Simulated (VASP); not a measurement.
The system is Ba2S.

```
Ba S
1.0
    -2.71924    2.71924    3.23869
     2.71924   -2.71924    3.23869
     2.71924    2.71924   -3.23869
Ba S
2 1
Direct
  0.75000 0.25000 0.50000
  0.25000 0.75000 0.50000
  0.00000 0.00000 0.00000
```

The cell was built by a generator and needn't be a form met in nature.

The cell isn't the ideal one: random cell by space group and Wyckoff sites (I4/mmm, No. 139).

- Program: VASP 6.6.1
- Task: relaxation of cell and atoms
- Functional: PBE
- Potentials or basis: VASP PAW PBE potentials, release 64 (Ba_sv, S)
- Cutoff: 600 eV
- k mesh: 4 × 4 × 4
- Occupations: gaussian, width 0.1 eV
- Spin: no spin polarisation

At the start: pressure 4.9 GPa; volume 31.93 Å³/atom.

Problem. How do energy, volume and symmetry change on relaxing?

Solution. Over 8 steps the energy falls by 164.3 meV/atom and the volume is 36.99 Å³/atom (+15.8 %); space group Fm-3m (No. 225, to 0.05 Å).

The path:
| step | energy change (eV) | largest force (eV/Å) | pressure (GPa) | volume (Å³) |
| --- | --- | --- | --- | --- |
| 1 | 0.0000 | 0.0000 | 4.87 | 95.79 |
| 2 | -0.4402 | 0.0000 | 0.27 | 109.54 |
| 3 | -0.4693 | 0.0000 | -0.52 | 113.60 |
| 4 | -0.4705 | 0.0000 | -0.77 | 114.78 |
| 5 | -0.4899 | 0.0000 | -0.22 | 112.14 |
| 6 | -0.4926 | 0.0000 | 0.07 | 110.75 |
| 7 | -0.4926 | 0.0000 | 0.11 | 110.59 |
| 8 | -0.4930 | 0.0000 | 0.03 | 110.97 |

Final structure:
```cif
data_structure
_symmetry_space_group_name_H-M 'P 1'
_symmetry_Int_Tables_number 1
_cell_length_a 5.3906
_cell_length_b 5.3906
_cell_length_c 5.3906
_cell_angle_alpha 119.879
_cell_angle_beta 119.879
_cell_angle_gamma 90.210
_cell_volume 110.97
loop_
_atom_site_label
_atom_site_type_symbol
_atom_site_fract_x
_atom_site_fract_y
_atom_site_fract_z
_atom_site_occupancy
Ba1 Ba 0.75000 0.25000 0.50000 1
Ba2 Ba 0.25000 0.75000 0.50000 1
S1 S 0.00000 0.00000 0.00000 1
```

Caveat: the k mesh is coarse (spacing up to 0.41 Å⁻¹), so the values aren't converged; the volume moved by over 15 % at a fixed basis, so the end points are rough.
